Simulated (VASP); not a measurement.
# What goes wrong when Ag (Silver) is relaxed with a bad input, part 2 of 2

Some relaxations of Ag (Silver) get a fault in the input on purpose. Which of them show, and how? The starting structure is a measured crystal structure from the Crystallography Open Database. The first relaxation on each setting starts from this cell expanded by 3 % in volume.

VASP 6.6.1.

Results so far: reference 16.65 Å³ an atom; one electron too many 53.42 Å³ an atom.

### 5. Relaxation with too few electronic steps

Level of this step: PBEsol; plane waves and PAW (Ag) (VASP).

A slip made on purpose: too few electronic steps. Against step 2 the input has NELM = 4 (also changed: NSW).

Input file INCAR:

```
SYSTEM = Ag
PREC = Accurate
ENCUT = 450
EDIFF = 1E-06
NELM = 4
ISMEAR = 1
SIGMA = 0.15
LREAL = .FALSE.
ALGO = Normal
GGA = PS
NBANDS = 11
LORBIT = 11
LWAVE = .FALSE.
LCHARG = .FALSE.
KPAR = 4
IBRION = 2
NSW = 30
ISIF = 3
EDIFFG = -0.006
```

Input file POSCAR:

```
Ag
1.0
    0.0000000000      2.0632290384      2.0632290384
    2.0632290384      0.0000000000      2.0632290384
    2.0632290384      2.0632290384      0.0000000000
Ag
1
Direct
    0.0000000000      0.0000000000      0.0000000000
```

Input file KPOINTS:

```
Automatic mesh
0
Gamma
18 18 18
0 0 0
```

Potentials, in the order of the species: Ag (PBE family, release 64).

Started as:

```
$ mpirun -np 4 vasp_std
```

What it wrote:

```text
[... set-up lines as in an earlier step ...]
 entering main loop
       N       E                     dE             d eps       ncg     rms          rms(c)
[... 4 cycles as in an earlier step ...]
 -----------------------------------------------------------------------------
|                                                                             |
|           W    W    AA    RRRRR   N    N  II  N    N   GGGG   !!!           |
|           W    W   A  A   R    R  NN   N  II  NN   N  G    G  !!!           |
|           W    W  A    A  R    R  N N  N  II  N N  N  G       !!!           |
|           W WW W  AAAAAA  RRRRR   N  N N  II  N  N N  G  GGG   !            |
|           WW  WW  A    A  R   R   N   NN  II  N   NN  G    G                |
|           W    W  A    A  R    R  N    N  II  N    N   GGGG   !!!           |
|                                                                             |
|     The electronic self-consistency was not achieved in the given           |
|     number of steps (NELM). The forces and other quantities evaluated       |
[...]
|     E        R   R    R   R    O     O  R   R                               |
|     E        R    R   R    R   O     O  R    R      ###     ###     ###     |
|     EEEEEEE  R     R  R     R  OOOOOOO  R     R     ###     ###     ###     |
|                                                                             |
|     Orbital orthonormalization failed in the inversion of matrix            |
|     LAPACK: Routine ZPOTRF failed! kpoint: 1 spin: 1                        |
|                                                                             |
|     Possible solutions for this issue are:                                  |
|     - Please check whether the atoms are too close to each other.           |
|     - Decreasing POTIM might help during relaxations or MDs.                |
|     - Deleting CHGCAR or WAVECAR if incompatible with the structure.        |
|     - Try calculating without symmetrizing (ISYM = 0 or ISYM = -1).         |
|     - As last resort: using a different PAW for some of the atoms.          |
|                                                                             |
|       ---->  I REFUSE TO CONTINUE WITH THIS SICK JOB ... BYE!!! <----       |
|                                                                             |
 -----------------------------------------------------------------------------

1
1
1
1
```

Wall time 5.6 s (4 MPI ranks of Intel Xeon 6975P-C (Granite Rapids), shared host).

VASP stopped with this message: “Orbital orthonormalization failed in the inversion of matrix LAPACK: Routine ZPOTRF failed! kpoint: 1 spin: 1”.

### 6. Relaxation with low precision and a small cutoff

A slip made on purpose: low precision and a small cutoff. Against step 2 the input has PREC = Low and ENCUT = 200 (also changed: NELM).

Input file INCAR:

```
SYSTEM = Ag
PREC = Low
ENCUT = 200
EDIFF = 1E-06
NELM = 60
ISMEAR = 1
SIGMA = 0.15
LREAL = .FALSE.
ALGO = Normal
GGA = PS
NBANDS = 11
LORBIT = 11
LWAVE = .FALSE.
LCHARG = .FALSE.
KPAR = 4
IBRION = 2
NSW = 50
ISIF = 3
EDIFFG = -0.006
```

POSCAR is that of step 5.

KPOINTS is that of step 5.

Started as:

```
$ mpirun -np 4 vasp_std
```

What it wrote:

```text
[... set-up lines as in an earlier step ...]
 entering main loop
       N       E                     dE             d eps       ncg     rms          rms(c)
DAV:   1     0.160391370817E+02    0.16039E+02   -0.32310E+03  5365   0.393E+02
DAV:   2    -0.348900375906E+01   -0.19528E+02   -0.18710E+02  4824   0.105E+02
DAV:   3    -0.361735581360E+01   -0.12835E+00   -0.12831E+00  4782   0.840E+00
DAV:   4    -0.361751436202E+01   -0.15855E-03   -0.15855E-03  4689   0.321E-01
DAV:   5    -0.361751499019E+01   -0.62817E-06   -0.62906E-06  4800   0.183E-02BRMIX: very serious problems
 the old and the new charge density differ
 old charge density:    11.00000 new   10.99986
BRMIX: very serious problems
 the old and the new charge density differ
BRMIX: very serious problems
 the old and the new charge density differ
 old charge density:    11.00000 new   10.99986
BRMIX: very serious problems
 the old and the new charge density differ
 old charge density:    11.00000 new   10.99986
 old charge density:    11.00000 new   10.99986
    0.544E+00
[...]
DAV:  11    -0.312203393633E+01   -0.11167E-05   -0.10284E-07  2415   0.250E-03    0.389E-03
DAV:  12    -0.312203409992E+01   -0.16358E-06   -0.31200E-09  2319   0.440E-04
   1 F= -.31220341E+01 E0= -.31220608E+01  d E =-.312203E+01
[...]
DAV:   1    -0.100877989179E+03   -0.97756E+02   -0.15824E+03  4897   0.393E+02BRMIX: very serious problems
[...]
BRMIX: very serious problems
[...]
BRMIX: very serious problems
[... from here on, the cycles between the ionic steps are left out ...]
   2 F= 0.21534061E+02 E0= 0.21534224E+02  d E =0.246561E+02
[...]
DAV:   1    -0.871310447431E+02   -0.10867E+03   -0.19235E+03  4325   0.445E+02BRMIX: very serious problems
   3 F= -.34899413E+01 E0= -.34899971E+01  d E =-.367907E+00
   4 F= -.35991352E+01 E0= -.35992042E+01  d E =-.477101E+00
   5 F= -.36623975E+01 E0= -.36624179E+01  d E =-.540363E+00
   6 F= -.36628192E+01 E0= -.36628312E+01  d E =-.540785E+00
   7 F= -.36626897E+01 E0= -.36626945E+01  d E =-.540656E+00
   8 F= -.36609618E+01 E0= -.36609922E+01  d E =0.172786E-02
   9 F= -.36628270E+01 E0= -.36628375E+01  d E =-.137278E-03
  10 F= -.36628251E+01 E0= -.36628365E+01  d E =-.135428E-03
[...]
reached required accuracy - stopping structural energy minimisation
```

Elapsed: 3.6 s, on 4 MPI ranks; peak memory 0.39 GiB.

Parts of OUTCAR (step 6):

```text
  Total        0.0048905      0.0048905      0.0048905      0.0000000      0.0000000      0.0000000
  in kB        0.5308665      0.5308665      0.5308665      0.0000000      0.0000000      0.0000000
  external PRESSURE =       0.5308665 kB  Pullay stress =       0.0000000 kB

 POSITION                                       TOTAL-FORCE (eV/Angst)
 -----------------------------------------------------------------------------------
      3.89386      1.94693      1.94693         0.000000      0.000000     -0.000000
 -----------------------------------------------------------------------------------
    total drift:                                0.000000      0.000000      0.000000

  FREE ENERGIE OF THE ION-ELECTRON SYSTEM (eV)
  ---------------------------------------------------
  free  energy   TOTEN  =        -3.6628251036 eV

  energy  without entropy=       -3.6628592330  energy(sigma->0) =       -3.66283648

[... 2 parts as in an earlier step ...]

[... 2 further parts left out ...]
[key lines of the parts left out:]
E-fermi :  10.4028
```

Logs of long relaxations may skip ionic steps without a mark.

With low precision and a small cutoff the cell ends at 14.760 Å³ an atom, -11.34 % from the reference.

### 7. Comparison

```tsv
run	ended	volume (Å³/atom)	change (%)	pressure left (GPa)	core minutes
reference	converged	16.647	-	-0.03	0.6
too few ionic steps	not converged	-	-	-	0.307
one electron too many	converged	53.417	220.87	0.01	0.907
too few electronic steps	stopped by VASP	-	-	-	0.373
low precision and a small cutoff	converged	14.76	-11.34	0.05	0.24
```

Core minutes are wall time times ranks, summed over the relaxations behind a row (those for a bulk modulus apart), on shared hosts.

### 8. Results

| Item | Value |
| --- | --- |
| volume of the reference | 16.65 Å³/atom |
| volume against the reference, one electron too many | +220.87 % |
| volume against the reference, low precision and a small cutoff | -11.34 % |
| run with too few ionic steps | not converged |
| run with too few electronic steps | stopped by VASP |

VASP stopped by itself in the run with too few electronic steps. The run with too few ionic steps didn't converge. Finished, but with signs in the output that stand out against the reference: one electron too many, with the volume changed by +220.9 % (signs: a warning on the charge density and 134.3 GPa at the first ionic step (of the first relaxations, not shown; reference: -5.5 GPa)); low precision and a small cutoff, with the volume changed by -11.3 % (signs: a warning on the charge density, -58.9 GPa at the first ionic step (of the first relaxations, not shown; reference: -5.5 GPa) and an energy that rises by up to 24.7 eV an atom on the way). The reference was restarted once and the runs with a slip weren't, so their cells may not have settled fully. Further runs on this material are not shown.

[Lines on the potential files, build, host, timing and source positions are cut from VASP's logs without a mark.]

[Logs are printed without paths, hosts, clocks, repeated set-up lines and the standing remarks that a program may print on its own settings, such as how far it seeks lower states.]

[Hosts, paths, dates, database ids (printed as entryN), source tags and the programs' standing remarks are cut or masked in the printed files.]
